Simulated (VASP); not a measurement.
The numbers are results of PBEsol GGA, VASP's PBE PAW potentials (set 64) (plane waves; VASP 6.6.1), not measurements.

A VASP calculation is set up with these files.

### POSCAR
```
CdHg3Se4
1
   -0.0000000000     3.0648254408     3.0648254408
    3.0648254408    -0.0000000000     3.0648254408
   12.2515912143    12.2515912143     0.0077105488
Hg Se Cd
3 4 1
Direct
  0.0012175898   0.0012175898   0.9990868077
  0.9996974116   0.9996974116   0.2502269413
  0.9991269478   0.9991269478   0.5006547891
  0.2503515277   0.2503515277   0.0622363542
  0.2495552905   0.2495552905   0.3128335322
  0.2486171889   0.2486171889   0.5635371083
  0.2522300442   0.2522300442   0.8108274667
  0.9992039995   0.9992039995   0.7505970004
```

**KPOINTS**
```
Automatic mesh
0
Gamma
10 10 3
0 0 0
```

INCAR:
```
SYSTEM = CdHg3Se4
PREC = Accurate
ENCUT = 400
EDIFF = 1E-7
NELM = 100
ALGO = Normal
LREAL = .FALSE.
LASPH = .TRUE.
ISMEAR = -5
GGA = PS
LMAXMIX = 6
LWAVE = .FALSE.
LCHARG = .TRUE.
LORBIT = 11
NEDOS = 601
ISIF = 2
LEFG = .TRUE.
```

POTCAR, in this order: Hg Se Cd (PBE.64 set). Program: vasp_std.

Unless said otherwise, spin-orbit coupling is left out, though it shifts the bands of the heavy elements here.

Q: Predict the energy per atom (σ→0), band gap (on the k-mesh).

A: 
```json
{
 "energy per atom (σ→0)": "-2.574 eV/atom",
 "band gap (on the k-mesh)": "none (metal, semimetal or under 0.01 eV)"
}
```

File OSZICAR:
```
...
DAV:  10    -0.205927006032E+02    0.80092E-04   -0.15776E-03  7864   0.246E-01    0.546E-02
DAV:  11    -0.205927289325E+02   -0.28329E-04   -0.25254E-04  7171   0.101E-01    0.331E-02
DAV:  12    -0.205927321123E+02   -0.31797E-05   -0.75192E-05  7747   0.638E-02    0.174E-02
DAV:  13    -0.205927352255E+02   -0.31132E-05   -0.11236E-05  7121   0.243E-02    0.339E-03
DAV:  14    -0.205927356223E+02   -0.39686E-06   -0.19255E-06  7432   0.639E-03    0.215E-03
DAV:  15    -0.205927357829E+02   -0.16057E-06   -0.23393E-07  5642   0.283E-03    0.106E-03
DAV:  16    -0.205927357809E+02    0.19554E-08   -0.68307E-08  4569   0.147E-03
   1 F= -.20592736E+02 E0= -.20592736E+02  d E =0.000000E+00
```

The structure was generated: CdHg3Se4 was put into an ordered model structure (R3m), which need not be its known phase. It was relaxed first.
